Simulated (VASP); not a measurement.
# Sound and unsound inputs on Ti, part 2 of 3

Which changes to a sound input spoil a run on Ti, which are harmless, and which give a warning? All runs use r2SCAN. This is not the structure that Ti takes at ambient conditions. The start is a cell from a database of measured crystal structures.

VASP 6.6.1; r2SCAN; plane waves and PAW (Ti_sv).

Still holding for the runs below: The k-mesh is coarse for a metal.

So far. Step 2 (Reference run): The pressure is 4.56 GPa and the largest force 0.000 eV/Å, so the cell is not at a minimum at these settings. Step 3 (Self-consistent run (r2SCAN) with a changed input): Against the reference run the energy at zero smearing moves by -0.26 meV an atom and the pressure by -0.06 GPa.

The starting crystal is not the ambient structure of Ti (hexagonal, No. 194); it is a model or a phase of other conditions.

## (5) Total energy, forces and stress (r2SCAN) with a changed input, try 2

A single point gives energy, forces and stress at these settings. Some settings are moved from the usual, to see what they do.

Input file INCAR:

```
SYSTEM = Ti
PREC = Accurate
ENCUT = 400
EDIFF = 1E-06
NELM = 100
ISMEAR = -1
SIGMA = 0.05
LREAL = .FALSE.
ALGO = VeryFast
METAGGA = R2SCAN
LASPH = .TRUE.
NBANDS = 12
LORBIT = 11
LWAVE = .FALSE.
LCHARG = .FALSE.
KPAR = 2
ISIF = 2
```

Input file POSCAR:

```
Ti
1.0
    0.0000000000      2.0300000000      2.0300000000
    2.0300000000      0.0000000000      2.0300000000
    2.0300000000      2.0300000000      0.0000000000
Ti
1
Direct
    0.0000000000      0.0000000000      0.0000000000
```

Input file KPOINTS:

```
Automatic mesh
0
Gamma
2 2 2
0 0 0
```

Potentials, in the order of the species: Ti_sv (PBE family, release 64).

Started as:

```bash
$ mpirun -np 2 vasp_std
```

The program printed:

```text
[... set-up lines as in an earlier step ...]
 entering main loop
       N       E                     dE             d eps       ncg     rms          rms(c)
RMM:   1     0.155980280720E+02    0.15598E+02   -0.48918E+03    36   0.922E+02
RMM:   2    -0.107942504000E+02   -0.26392E+02   -0.90480E+02    36   0.241E+02
RMM:   3    -0.136831513447E+02   -0.28889E+01   -0.10463E+02    36   0.924E+01
RMM:   4    -0.150735744023E+02   -0.13904E+01   -0.48105E+01    36   0.659E+01
RMM:   5    -0.171186969784E+02   -0.20451E+01   -0.35743E+01    36   0.496E+01
RMM:   6    -0.177845700011E+02   -0.66587E+00   -0.23164E+01    36   0.344E+01
RMM:   7    -0.181739427107E+02   -0.38937E+00   -0.26999E+01    36   0.299E+01
RMM:   8    -0.184010268896E+02   -0.22708E+00   -0.30762E+01    36   0.264E+01
RMM:   9    -0.175699099711E+02    0.83112E+00   -0.16873E+01   122   0.255E+01
RMM:  10    -0.177559874332E+02   -0.18608E+00   -0.92526E-01   118   0.501E+00
RMM:  11    -0.177936739458E+02   -0.37687E-01   -0.31280E-01   121   0.274E+00
RMM:  12    -0.178046845966E+02   -0.11011E-01   -0.87544E-02   124   0.178E+00    0.120E+01
RMM:  13    -0.130931047518E+02    0.47116E+01   -0.55149E+00   136   0.282E+01    0.245E+00
RMM:  14    -0.131251560024E+02   -0.32051E-01   -0.36923E-01   112   0.500E+00    0.240E+00
RMM:  15    -0.131525996197E+02   -0.27444E-01   -0.20753E-01   106   0.470E+00    0.163E+00
RMM:  16    -0.131136591925E+02    0.38940E-01   -0.50583E-02   100   0.244E+00    0.469E-01
RMM:  17    -0.131125739842E+02    0.10852E-02   -0.12739E-02   107   0.115E+00    0.144E-01
RMM:  18    -0.131132320699E+02   -0.65809E-03   -0.51609E-03   108   0.737E-01    0.725E-02
RMM:  19    -0.131135606755E+02   -0.32861E-03   -0.37020E-03   114   0.488E-01    0.854E-03
RMM:  20    -0.131137403676E+02   -0.17969E-03   -0.17330E-03   114   0.343E-01    0.992E-03
RMM:  21    -0.131138698644E+02   -0.12950E-03   -0.13105E-03   109   0.279E-01    0.137E-02
RMM:  22    -0.131139661669E+02   -0.96303E-04   -0.10153E-03   107   0.224E-01    0.127E-02
RMM:  23    -0.131140303635E+02   -0.64197E-04   -0.70232E-04    99   0.186E-01    0.119E-02
RMM:  24    -0.131140807661E+02   -0.50403E-04   -0.60514E-04   102   0.161E-01    0.819E-03
RMM:  25    -0.131141159132E+02   -0.35147E-04   -0.43411E-04    89   0.135E-01    0.697E-03
RMM:  26    -0.131141458657E+02   -0.29953E-04   -0.38411E-04    86   0.120E-01    0.509E-03
RMM:  27    -0.131141669030E+02   -0.21037E-04   -0.29864E-04    88   0.106E-01    0.389E-03
RMM:  28    -0.131141874547E+02   -0.20552E-04   -0.26356E-04    80   0.929E-02    0.232E-03
RMM:  29    -0.131142038600E+02   -0.16405E-04   -0.21537E-04    84   0.826E-02    0.236E-03
RMM:  30    -0.131142183246E+02   -0.14465E-04   -0.18866E-04    74   0.747E-02    0.696E-04
[...]
RMM:  40    -0.131142852989E+02   -0.31093E-05   -0.42611E-05    48   0.347E-02    0.155E-04
RMM:  41    -0.131142880210E+02   -0.27222E-05   -0.36927E-05    49   0.326E-02    0.379E-05
RMM:  42    -0.131142903510E+02   -0.23300E-05   -0.32094E-05    52   0.305E-02    0.589E-05
RMM:  43    -0.131142923751E+02   -0.20240E-05   -0.27326E-05    47   0.286E-02    0.283E-05
RMM:  44    -0.131142940554E+02   -0.16803E-05   -0.23540E-05    47   0.271E-02    0.121E-04
RMM:  45    -0.131142955405E+02   -0.14851E-05   -0.20946E-05    53   0.259E-02    0.947E-05
RMM:  46    -0.131142968411E+02   -0.13005E-05   -0.17550E-05    49   0.240E-02    0.116E-04
RMM:  47    -0.131142980608E+02   -0.12197E-05   -0.16817E-05    52   0.229E-02    0.643E-05
RMM:  48    -0.131142990663E+02   -0.10055E-05   -0.13176E-05    46   0.209E-02    0.262E-05
RMM:  49    -0.131142998526E+02   -0.78628E-06   -0.11320E-05    48   0.199E-02    0.120E-04
RMM:  50    -0.131143005535E+02   -0.70086E-06   -0.10146E-05    49   0.190E-02    0.466E-05
RMM:  51    -0.131143012243E+02   -0.67083E-06   -0.90921E-06    49   0.179E-02
   1 F= -.13114301E+02 E0= -.13076262E+02  d E =-.760780E-01
```

Wall time 29 s (2 MPI ranks of AMD EPYC 7R43, shared host); peak memory 0.19 GiB.

OUTCAR, selected parts (step 5):

```text
   k-points           NKPTS =      3   k-points in BZ     NKDIM =      3   number of bands    NBANDS=     12

   NELECT =      12.0000    total number of electrons

 E-fermi :   9.2479

 k-point     1 :       0.0000    0.0000    0.0000
  band No.  band energies     occupation
      1     -50.7532      2.00000
      2     -25.4942      2.00000
      3     -25.4942      2.00000
      4     -25.4942      2.00000
      5       2.0940      2.00000
      6       9.4103      0.07474
      7       9.4103      0.07474
      8       9.4104      0.07469
      9      11.2194      0.00000
     10      11.2194      0.00000
    ...

  Total       -0.1454815     -0.1454815     -0.1454815     -0.0000000      0.0000000     -0.0000000
  in kB      -13.9315725    -13.9315725    -13.9315725     -0.0000000      0.0000000     -0.0000000
  external PRESSURE =     -13.9315725 kB  Pullay stress =       0.0000000 kB

  FREE ENERGIE OF THE ION-ELECTRON SYSTEM (eV)
  ---------------------------------------------------
  free  energy   TOTEN  =       -13.1143012243 eV

  energy  without entropy=      -13.0382231985  energy(sigma->0) =      -13.07626221

[... 7 parts as in an earlier step ...]

[... 7 further parts left out ...]
```

The run converged; its settings lie outside those of the reference runs, so its numbers are set aside.

Against the sound run on this cell (reference run) the energy at zero smearing moves by -216.2 meV an atom and the pressure by -5.96 GPa.

Settings moved from the usual: k-mesh = 2×2×2 and ALGO = VeryFast. KPOINTS differs too.

The mesh holds 3 irreducible points against 35. ALGO acts on the way to self-consistency or on speed; a fully converged result doesn't depend on them, though slow mixing can meet EDIFF with the stress still off.

## (6) Relaxing cell and atoms (r2SCAN) with a changed input

The start need not lie at this functional's minimum. ISIF = 3 frees volume, shape and positions, and EDIFFG sets the threshold on forces and stress at which the search stops. Some settings are moved from the usual, to see what they do.

Changes to INCAR since step 5:

```diff
@@ -8,3 +8,3 @@
 LREAL = .FALSE.
-ALGO = VeryFast
+ALGO = Normal
 METAGGA = R2SCAN
@@ -16,2 +16,6 @@
 KPAR = 2
-ISIF = 2
+IBRION = 2
+NSW = 60
+ISIF = 3
+EDIFFG = -0.01
+POTIM = 0.1
```

POSCAR is that of step 5.

Input file KPOINTS:

```
Automatic mesh
0
Monkhorst-Pack
4 4 4
0 0 0
```

Started as:

```bash
$ mpirun -np 2 vasp_std
```

The program printed:

```text
[... set-up lines as in an earlier step ...]
 entering main loop
       N       E                     dE             d eps       ncg     rms          rms(c)
DAV:   1     0.663739105376E+02    0.66374E+02   -0.57475E+03   240   0.108E+03
DAV:   2    -0.132454360004E+02   -0.79619E+02   -0.77627E+02   240   0.272E+02
DAV:   3    -0.170634143746E+02   -0.38180E+01   -0.37792E+01   356   0.598E+01
DAV:   4    -0.171184795864E+02   -0.55065E-01   -0.55013E-01   256   0.672E+00
DAV:   5    -0.171195246487E+02   -0.10451E-02   -0.10450E-02   284   0.827E-01    0.105E+01
DAV:   6    -0.127865650554E+02    0.43330E+01   -0.48550E+00   276   0.359E+01    0.170E+00
DAV:   7    -0.128097335354E+02   -0.23168E-01   -0.13646E-01   248   0.330E+00    0.111E+00
DAV:   8    -0.128291960704E+02   -0.19463E-01   -0.63686E-02   348   0.273E+00    0.523E-01
DAV:   9    -0.128295817449E+02   -0.38567E-03   -0.31977E-02   248   0.276E+00    0.438E-01
DAV:  10    -0.128265900264E+02    0.29917E-02   -0.79163E-03   256   0.144E+00    0.216E-02
DAV:  11    -0.128266047547E+02   -0.14728E-04   -0.77308E-05   280   0.903E-02    0.671E-03
DAV:  12    -0.128266060565E+02   -0.13018E-05   -0.67903E-06   272   0.283E-02    0.174E-03
DAV:  13    -0.128266070567E+02   -0.10002E-05   -0.40798E-07   148   0.906E-03    0.138E-03
DAV:  14    -0.128266069137E+02    0.14299E-06   -0.13098E-07   128   0.564E-03
   1 F= -.12826607E+02 E0= -.12816480E+02  d E =-.128266E+02
 curvature:   0.00 expect dE= 0.000E+00 dE for cont linesearch  0.000E+00
 trial: gam= 0.00000 g(F)=  0.584E-62 g(S)=  0.738E-02 ort = 0.000E+00 (trialstep = 0.100E+01)
 search vector abs. value=  0.738E-02
 bond charge predicted
       N       E                     dE             d eps       ncg     rms          rms(c)
DAV:   1    -0.128695324222E+02   -0.42925E-01   -0.70230E-01   268   0.128E+01    0.166E+00
DAV:   2    -0.128324063583E+02    0.37126E-01   -0.97854E-02   256   0.464E+00    0.360E-01
DAV:   3    -0.128314274593E+02    0.97890E-03   -0.87046E-03   352   0.725E-01    0.111E-01
DAV:   4    -0.128320410266E+02   -0.61357E-03   -0.10955E-03   312   0.202E-01    0.568E-02
DAV:   5    -0.128326229249E+02   -0.58190E-03   -0.12407E-03   296   0.143E-01    0.583E-02
DAV:   6    -0.128326638260E+02   -0.40901E-04   -0.83656E-05   240   0.690E-02    0.153E-02
DAV:   7    -0.128326635246E+02    0.30139E-06   -0.11829E-05   328   0.403E-02    0.151E-03
DAV:   8    -0.128326636836E+02   -0.15898E-06   -0.39053E-07   160   0.606E-03
   2 F= -.12832664E+02 E0= -.12822450E+02  d E =-.605677E-02
[...]
3 F= -.12836284E+02 E0= -.12825652E+02  d E =-.967728E-02
[...]
4 F= -.12837072E+02 E0= -.12826588E+02  d E =-.104647E-01
 curvature:  -1.47 expect dE=-0.553E-05 dE for cont linesearch -0.553E-05
 ZBRENT: interpolating
 opt :   2.8406  next Energy=   -12.837078 (dE=-0.105E-01)
 bond charge predicted
       N       E                     dE             d eps       ncg     rms          rms(c)
DAV:   1    -0.128372578947E+02   -0.18581E-03   -0.34135E-03   268   0.891E-01    0.116E-01
DAV:   2    -0.128370695710E+02    0.18832E-03   -0.45406E-04   256   0.322E-01    0.266E-02
DAV:   3    -0.128370644028E+02    0.51681E-05   -0.43855E-05   364   0.530E-02    0.804E-03
DAV:   4    -0.128370681915E+02   -0.37886E-05   -0.49465E-06   304   0.141E-02    0.350E-03
DAV:   5    -0.128370716140E+02   -0.34225E-05   -0.55043E-06   296   0.913E-03    0.421E-03
DAV:   6    -0.128370724018E+02   -0.78783E-06   -0.39142E-07   136   0.529E-03
   5 F= -.12837072E+02 E0= -.12826601E+02  d E =-.104655E-01
 curvature:  -1.60 expect dE=-0.135E-05 dE for cont linesearch -0.135E-05
 trial: gam=-0.01055 g(F)=  0.150E-62 g(S)=  0.838E-06 ort = 0.787E-04 (trialstep = 0.137E+01)
 search vector abs. value=  0.195E-09
 reached required accuracy - stopping structural energy minimisation
```

Run time: 38 s. Hardware: 2 MPI ranks; peak memory 0.19 GiB.

Parts of OUTCAR (step 6):

```text
   k-points           NKPTS =     10   k-points in BZ     NKDIM =     10   number of bands    NBANDS=     12

   NELECT =      12.0000    total number of electrons

 E-fermi :   8.2611

 k-point     1 :       0.1250    0.1250    0.1250
  band No.  band energies     occupation
      1     -50.8396      2.00000
      2     -25.7799      2.00000
      3     -25.6887      2.00000
      4     -25.6887      2.00000
      5       2.2775      2.00000
      6       8.8699      0.00001
      7       9.3497      0.00000
      8       9.3497      0.00000
      9      10.8849      0.00000
     10      10.8849      0.00000
    ...

  Total        0.0053822      0.0053822      0.0053822     -0.0000000     -0.0000000      0.0000000
  in kB        0.4945895      0.4945895      0.4945895     -0.0000000     -0.0000000      0.0000000
  external PRESSURE =       0.4945895 kB  Pullay stress =       0.0000000 kB

  FREE ENERGIE OF THE ION-ELECTRON SYSTEM (eV)
  ---------------------------------------------------
  free  energy   TOTEN  =       -12.8370724018 eV

  energy  without entropy=      -12.8161291126  energy(sigma->0) =      -12.82660076

 reached required accuracy - stopping structural energy minimisation

[... 6 parts as in an earlier step ...]

[... 11 further parts left out ...]
```

CONTCAR:

```
Ti
   1.00000000000000
     0.0000000000000000    2.0580895477118228    2.0580895477118228
     2.0580895477118228    0.0000000000000000    2.0580895477118228
     2.0580895477118228    2.0580895477118228    0.0000000000000000
  Ti
     1
Direct
     0.0000000000000000    0.0000000000000000    0.0000000000000000
```

The run converged; its settings lie outside those of the reference runs, so its numbers are set aside.

Settings moved from the usual: k-mesh = 4×4×4, shifted = True, IBRION = 2 and POTIM = 0.1. KPOINTS differs too.

The mesh holds 10 irreducible points against 35.

## (7) Relaxing cell and atoms (r2SCAN) with a changed input, try 2

This run is made with a changed input; what comes of it follows.

Changes to INCAR since step 6:

```diff
@@ -4,3 +4,3 @@
 EDIFF = 1E-06
-NELM = 100
+NELM = 3
 ISMEAR = -1
@@ -17,5 +17,4 @@
 IBRION = 2
-NSW = 60
+NSW = 30
 ISIF = 3
 EDIFFG = -0.01
-POTIM = 0.1
```

POSCAR is that of step 6.

Input file KPOINTS:

```
Automatic mesh
0
Gamma
9 9 9
0 0 0
```

Started as:

```bash
$ mpirun -np 2 vasp_std
```

The program printed:

```text
[... set-up lines as in an earlier step ...]
 entering main loop
       N       E                     dE             d eps       ncg     rms          rms(c)
DAV:   1     0.710781669455E+02    0.71078E+02   -0.58386E+03   852   0.106E+03
DAV:   2    -0.133319908883E+02   -0.84410E+02   -0.82093E+02   872   0.280E+02
DAV:   3    -0.170958432489E+02   -0.37639E+01   -0.37340E+01  1168   0.618E+01
 -----------------------------------------------------------------------------
|                                                                             |
|           W    W    AA    RRRRR   N    N  II  N    N   GGGG   !!!           |
|           W    W   A  A   R    R  NN   N  II  NN   N  G    G  !!!           |
|           W    W  A    A  R    R  N N  N  II  N N  N  G       !!!           |
|           W WW W  AAAAAA  RRRRR   N  N N  II  N  N N  G  GGG   !            |
|           WW  WW  A    A  R   R   N   NN  II  N   NN  G    G                |
|           W    W  A    A  R    R  N    N  II  N    N   GGGG   !!!           |
|                                                                             |
|     The electronic self-consistency was not achieved in the given           |
|     number of steps (NELM). The forces and other quantities evaluated       |
|     might not be reliable so examine the results carefully. If you find     |
|     spurious results, we suggest increasing NELM, if you were close to      |
|     convergence or switching to a different ALGO or adjusting the           |
|     density mixing parameters otherwise.                                    |
|                                                                             |
 -----------------------------------------------------------------------------

   1 F= -.17095843E+02 E0= -.17090695E+02  d E =-.170958E+02
[...]
-----------------------------------------------------------------------------
|                                                                             |
|     EEEEEEE  RRRRRR   RRRRRR   OOOOOOO  RRRRRR      ###     ###     ###     |
|     E        R     R  R     R  O     O  R     R     ###     ###     ###     |
|     E        R     R  R     R  O     O  R     R     ###     ###     ###     |
|     EEEEE    RRRRRR   RRRRRR   O     O  RRRRRR       #       #       #      |
|     E        R   R    R   R    O     O  R   R                               |
|     E        R    R   R    R   O     O  R    R      ###     ###     ###     |
|     EEEEEEE  R     R  R     R  OOOOOOO  R     R     ###     ###     ###     |
|                                                                             |
|     Orbital orthonormalization failed in the inversion of matrix            |
|     LAPACK: Routine ZPOTRF failed! kpoint: 1 spin: 1                        |
|                                                                             |
|     Possible solutions for this issue are:                                  |
|     - Please check whether the atoms are too close to each other.           |
|     - Decreasing POTIM might help during relaxations or MDs.                |
|     - Deleting CHGCAR or WAVECAR if incompatible with the structure.        |
|     - Try calculating without symmetrizing (ISYM = 0 or ISYM = -1).         |
|     - As last resort: using a different PAW for some of the atoms.          |
|                                                                             |
|       ---->  I REFUSE TO CONTINUE WITH THIS SICK JOB ... BYE!!! <----       |
|                                                                             |
 -----------------------------------------------------------------------------

1
1
```

Run time: 8.6 s. Hardware: 2 MPI ranks.

The run ended with an error.

VASP's message: “Orbital orthonormalization failed in the inversion of matrix LAPACK: Routine ZPOTRF failed! kpoint: 1 spin: 1”. No number of this run is used.

Settings moved from the usual: NELM = 3 and NSW = 30.

## (8) Self-consistent run (r2SCAN) with a changed input, try 2

A single point gives energy, forces and stress at these settings. Some settings are moved from the usual, to see what they do.

Changes to INCAR since step 7:

```diff
@@ -4,3 +4,3 @@
 EDIFF = 1E-06
-NELM = 3
+NELM = 100
 ISMEAR = -1
@@ -16,5 +16,3 @@
 KPAR = 2
-IBRION = 2
-NSW = 30
-ISIF = 3
-EDIFFG = -0.01
+ISIF = 2
+NELECT = 11
```

POSCAR is that of step 7.

KPOINTS is that of step 7.

Started as:

```bash
$ mpirun -np 2 vasp_std
```

The program printed:

```text
[... set-up lines as in an earlier step ...]
 entering main loop
       N       E                     dE             d eps       ncg     rms          rms(c)
DAV:   1     0.560922824489E+02    0.56092E+02   -0.51001E+03   852   0.905E+02
DAV:   2    -0.225345440259E+02   -0.78627E+02   -0.76750E+02   872   0.261E+02
DAV:   3    -0.261627044277E+02   -0.36282E+01   -0.36019E+01  1168   0.587E+01
DAV:   4    -0.262317846971E+02   -0.69080E-01   -0.69039E-01   952   0.736E+00
DAV:   5    -0.262333405532E+02   -0.15559E-02   -0.15558E-02  1008   0.953E-01BRMIX: very serious problems
 the old and the new charge density differ
 old charge density:    12.00000 new   11.00000
BRMIX: very serious problems
 the old and the new charge density differ
 old charge density:    12.00000 new   11.00000
    0.991E+00
DAV:   6    -0.212283981948E+02    0.50049E+01   -0.82934E+00   936   0.420E+01    0.187E+00
DAV:   7    -0.213296652852E+02   -0.10127E+00   -0.17304E-01   964   0.342E+00    0.107E+00
DAV:   8    -0.213518511019E+02   -0.22186E-01   -0.84770E-02   968   0.386E+00    0.430E-01
DAV:   9    -0.213471297326E+02    0.47214E-02   -0.21746E-02   908   0.214E+00    0.873E-02
DAV:  10    -0.213470729792E+02    0.56753E-04   -0.35451E-04   984   0.256E-01    0.499E-02
DAV:  11    -0.213470925279E+02   -0.19549E-04   -0.38030E-04   956   0.222E-01    0.365E-02
DAV:  12    -0.213470895283E+02    0.29996E-05   -0.19539E-05   900   0.524E-02    0.221E-02
DAV:  13    -0.213470919155E+02   -0.23871E-05   -0.21029E-06   980   0.185E-02    0.997E-03
DAV:  14    -0.213470932020E+02   -0.12865E-05   -0.80149E-07   684   0.934E-03    0.188E-03
DAV:  15    -0.213470934690E+02   -0.26705E-06   -0.93128E-08   420   0.299E-03
   1 F= -.21347093E+02 E0= -.21341669E+02  d E =-.108485E-01
```

Elapsed: 22 s, on 2 MPI ranks; peak memory 0.19 GiB; 43 s of CPU time.

Parts of OUTCAR (step 8):

```text
NELECT = 11

 ion  position               nearest neighbor table
   1  0.000  0.000  0.000-

 E-fermi :   8.3176

 k-point     1 :       0.0000    0.0000    0.0000
  band No.  band energies     occupation
      1     -50.9256      2.00000
      2     -25.6970      2.00000
      3     -25.6970      2.00000
      4     -25.6969      2.00000
      5       3.4438      2.00000
      6       9.6462      0.00000
      7       9.6463      0.00000
      8       9.6463      0.00000
      9      11.2548      0.00000
     10      11.2548      0.00000
    ...

  Total      -10.2736786    -10.2736786    -10.2736786      0.0000000      0.0000000      0.0000000
  in kB     -983.8263473   -983.8263473   -983.8263473      0.0000000      0.0000000      0.0000000
  external PRESSURE =    -983.8263473 kB  Pullay stress =       0.0000000 kB

  FREE ENERGIE OF THE ION-ELECTRON SYSTEM (eV)
  ---------------------------------------------------
  free  energy   TOTEN  =       -21.3470934690 eV

  energy  without entropy=      -21.3362449309  energy(sigma->0) =      -21.34166920

[... 8 parts as in an earlier step ...]

[... 9 further parts left out ...]
```

The run converged; its settings lie outside those of the reference runs, so its numbers are set aside.

Settings moved from the usual: NELECT = 11.0.

NELECT differs from the neutral count, so the cell is charged against a uniform background: another system, not a numerical setting.

[end of part 2 of 3]

[Lines on the potential files, build, host, timing and source positions are cut from VASP's logs without a mark.]

[Logs are printed without paths, hosts, clocks, repeated set-up lines and the standing remarks that a program may print on its own settings, such as how far it seeks lower states.]

[Hosts, paths, dates, database ids (printed as entryN), source tags and the programs' standing remarks are cut or masked in the printed files.]

[A measured line is paired with the nearest computed mode of its activity, which favours agreement.]

[In band tables of VASP the shares of atoms and orbitals are scaled to a sum of 1 inside the atoms' spheres.]
